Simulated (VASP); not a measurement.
# Cubic BN under biaxial (001) strain: normal strain, stress, strain energy and elastic moduli at the LDA level

In cubic boron nitride each boron atom is bonded to four nitrogen atoms and each nitrogen to four borons, by short, strong and partly ionic covalent bonds. All nine members are this one crystal, stretched or compressed equally along two cube edges and free to relax along the third.

Problem: find how the normal strain, the in-plane stress and the strain energy follow the imposed strain, derive the elastic moduli, and determine how far linear elasticity holds. Such moduli give the stress and distortion of a film held to the lattice of its substrate. Strains and energies are measured from the crystal relaxed with LDA; tension is positive.

## Systems and settings

The start is a typed prototype cell. The crystal was relaxed with LDA. Equal strain is imposed in the (001) plane; the strain along the normal is adjusted until the normal stress vanishes, and the atoms are relaxed with LDA. VASP 6.6.1, plane waves with PAW, cutoff 600 eV, no spin polarisation, no spin-orbit coupling, k mesh 14×14×14, static lattice.

Notes on method and selection:

- Runs that did not converge, have known faults or may not be shown are not listed, and runs on Ansatz's PAW sets soft_1 and soft_2 are kept to separate tables.

Columns:

- strain (%): strain in the plane (tension positive).
- gap (eV): band gap on the k mesh at LDA.
- normal strain (%): strain along the normal.
- stress (GPa): in-plane stress, tension positive.
- strain energy (meV/atom): energy per atom above the relaxed crystal.

Input lines of one member:

```
PREC = Accurate
ENCUT = 600
EDIFF = 1E-07
NELM = 120
ISMEAR = 0
SIGMA = 0.02
LREAL = .FALSE.
ALGO = Normal
GGA = CA
NBANDS = 10
LASPH = .TRUE.
LORBIT = 11
KPAR = 2
IBRION = 1
NSW = 25
```

Command (options for logging and memory left out): `mpirun -np 2 vasp_std`

## Numbers

| member | strain (%) | gap (eV) | normal strain (%) | stress (GPa) | strain energy (meV/atom) |
| --- | --- | --- | --- | --- | --- |
| −2 % | −2.0 | 4.127 | 0.930 | −19.95 | 14.39 |
| −1.5 % | −1.5 | 4.190 | 0.700 | −14.70 | 8.12 |
| −1 % | −1.0 | 4.252 | 0.469 | −9.63 | 3.66 |
| −0.5 % | −0.5 | 4.314 | 0.237 | −4.74 | 0.97 |
| 0 % | 0.0 | 4.375 | 0.004 | −0.02 | 0.00 |
| +0.5 % | 0.5 | 4.231 | −0.230 | 4.53 | 0.70 |
| +1 % | 1.0 | 4.092 | −0.467 | 8.92 | 3.01 |
| +1.5 % | 1.5 | 3.956 | −0.704 | 13.15 | 6.88 |
| +2 % | 2.0 | 3.825 | −0.942 | 17.23 | 12.27 |

Least-squares fits to the whole series, with x = strain (%); R² and errors in the fitted variable (y, or ln y where the fit is in ln y):

| y | members | fit | R² | rms residual | leave-one-out rms | the same for the mean of the others |
| --- | --- | --- | --- | --- | --- | --- |
| normal strain (%) | 9 | y = −3.333×10⁻⁴ − 0.4680 x | 1.00 | 0.0037 | 0.0052 | 0.68 |
| stress (GPa) | 9 | y = −0.5789 + 9.288 x | 1.00 | 0.49 | 0.70 | 14 |

## Reading the trend

From −2 % to +2 % the normal strain falls almost linearly from 0.930 % to −0.942 %, and the stress rises from −19.95 to 17.23 GPa. The energy rises on both sides of zero, more steeply under compression.

The simplest model rests on three assumptions: the moduli do not change with strain, the crystal responds with cubic symmetry, and the normal stress is zero. No internal displacement enters, because symmetry fixes both atomic sites. With in-plane strain $\epsilon$ and normal strain $\epsilon_\perp$ along the cube axes, only $C_{11}$ and $C_{12}$ appear.

Step 1. Zero normal stress requires

$$C_{11}\epsilon_\perp + 2C_{12}\epsilon = 0, \qquad \epsilon_\perp = -2r\,\epsilon, \qquad r = C_{12}/C_{11}.$$

Step 2. The in-plane stress is

$$\sigma = (C_{11}+C_{12})\epsilon + C_{12}\epsilon_\perp = Y\epsilon, \qquad Y = C_{11}(1 + r - 2r^2).$$

Step 3. Two equal in-plane stresses do work and the normal stress does none. With $v$ the volume per atom, the energy per atom is

$$w = v\cdot\tfrac12\cdot 2\sigma\epsilon = vY\epsilon^2.$$

The three parameters are $C_{11}$, $C_{12}$ and $v$. The slope of the normal strain fixes $r$, the slope of the stress then fixes $C_{11}$, and the energy fixes $v$, which is not a column of the table.

The size of $r$ reflects the bonding. A tetrahedral network whose bonds resisted only stretching would have $C_{12}=C_{11}$; it would contract along the normal by twice the imposed strain and keep its volume. The fitted slope is −0.4680, far from −2, because the directional bonds also resist changes of angle. The volume therefore grows under tension, by about 2 − 0.468 = 1.53 % for each per cent of in-plane strain.

## Testing the model

The model is fixed on the members −1 % and +1 %, with $\epsilon$ in per cent. Averaging over both signs removes terms of the wrong parity.

- Normal strain: (−0.467 − 0.469)/2 = −0.468 per %, so $r$ = 0.468/2 = 0.234.
- Stress: (8.92 + 9.63)/2 = 9.275 GPa per %, so $Y$ = 9.275 × 100 = 927.5 GPa.
- Energy: (3.01 + 3.66)/2 = 3.335 meV/atom per %².

The moduli follow:

- $C_{11}$ = 927.5 / (1 + 0.234 − 2 × 0.234²) = 825 GPa
- $C_{12}$ = 0.234 × 825 = 193 GPa
- Bulk modulus $(C_{11}+2C_{12})/3$ = (825 + 2 × 193)/3 = 404 GPa

For strain written as a fraction, the energy coefficient is 3.335 × 10000 / 1000 = 33.35 eV per atom. With 1 eV/Å³ = 160.2 GPa, the volume is $v$ = 33.35 × 160.2 / 927.5 = 5.76 Å³ per atom. $C_{44}$ does not enter, since no cube angle changes.

Four other members test the model.

**−2 %**
- normal strain: −0.468 × (−2) = 0.936 % (table 0.930)
- stress: 9.275 × (−2) = −18.55 GPa (table −19.95)
- energy: 3.335 × 4 = 13.34 meV/atom (table 14.39)

**−0.5 %**
- normal strain: −0.468 × (−0.5) = 0.234 % (table 0.237)
- stress: 9.275 × (−0.5) = −4.64 GPa (table −4.74)
- energy: 3.335 × 0.5 × 0.5 = 0.83 meV/atom (table 0.97)

**+0.5 %**
- normal strain: −0.468 × 0.5 = −0.234 % (table −0.230)
- stress: 9.275 × 0.5 = 4.64 GPa (table 4.53)
- energy: 3.335 × 0.5 × 0.5 = 0.83 meV/atom (table 0.70)

**+2 %**
- normal strain: −0.468 × 2 = −0.936 % (table −0.942)
- stress: 9.275 × 2 = 18.55 GPa (table 17.23)
- energy: 3.335 × 4 = 13.34 meV/atom (table 12.27)

## Exceptions

Largest departures from the fit to the whole series:

| member | normal strain (%) | fit | computed − fit | in rms residuals |
| --- | --- | --- | --- | --- |
| −2 % | 0.930 | 0.936 | −0.006 | 1.5 |
| +2 % | −0.942 | −0.936 | −0.006 | 1.5 |
| +0.5 % | −0.230 | −0.234 | +0.004 | 1.2 |
| 0 % | 0.004 | 0.000 | +0.004 | 1.2 |

The departures in normal strain are small and vary smoothly: negative at both ends and positive near zero, a slight curvature that constant moduli cannot give. The value of 0.004 % at zero imposed strain should vanish by cubic symmetry; it reflects the small stress left in the reference cell after relaxation.

In all four worked members the computed stress lies below the model, by 19.95 − 18.55 = 1.40 GPa at −2 % and 18.55 − 17.23 = 1.32 GPa at +2 %. The assumption of constant moduli fails here: bonds stiffen when shortened and soften when stretched. The curvature is (17.23 − 19.95)/(2 × 4) = −0.34 GPa per %². It also produces the intercept of −0.5789 GPa in the linear fit; the computed stress at zero strain is only −0.02 GPa.

The energy has a second source of error. Half the difference between tension and compression is (0.70 − 0.97)/2 = −0.135 meV/atom at 0.5 %, (3.01 − 3.66)/2 = −0.325 at 1 % and (12.27 − 14.39)/2 = −1.06 at 2 %. A cubic term alone would grow 64-fold from 0.5 % to 2 %; the actual ratio is 1.06 / 0.135 = 7.9. Passing $a\epsilon + b\epsilon^3$ through the values at 1 % and 2 % gives $b$ = (−1.06 + 2 × 0.325)/6 = −0.068 and $a$ = −0.325 + 0.068 = −0.257, so the linear term makes up about half the asymmetry at 2 %. It corresponds to an in-plane stress of −0.257 × 9.275 / (2 × 3.335) = −0.36 GPa, which the stress column does not contain. The likely cause is the fixed cutoff: a larger cell holds more plane waves, which lowers its energy, and the computed stress omits this gain.

## Conclusions and limits

The normal strain is linear to within 0.006 % (absolute strain) at all nine members. For the stress, linear elasticity errs by about 2 % at a strain of 0.5 %, 4 % at 1 % and 7 to 8 % at 2 %. Moduli are best taken from pairs of opposite strain: the four pairs give slopes from (4.53 + 4.74)/1 = 9.27 GPa per % at 0.5 % to (17.23 + 19.95)/4 = 9.295 GPa per % at 2 %, a spread of about 0.3 %.

Two effects outside the model exceed that spread. Zero-point and thermal motion, absent from a static lattice, would lower the moduli by roughly a few per cent. LDA tends to bind too strongly, which makes the static moduli too high, also by roughly a few per cent.

[Logs are printed without paths, hosts, clocks, repeated set-up lines and the standing remarks that a program may print on its own settings, such as how far it seeks lower states.]
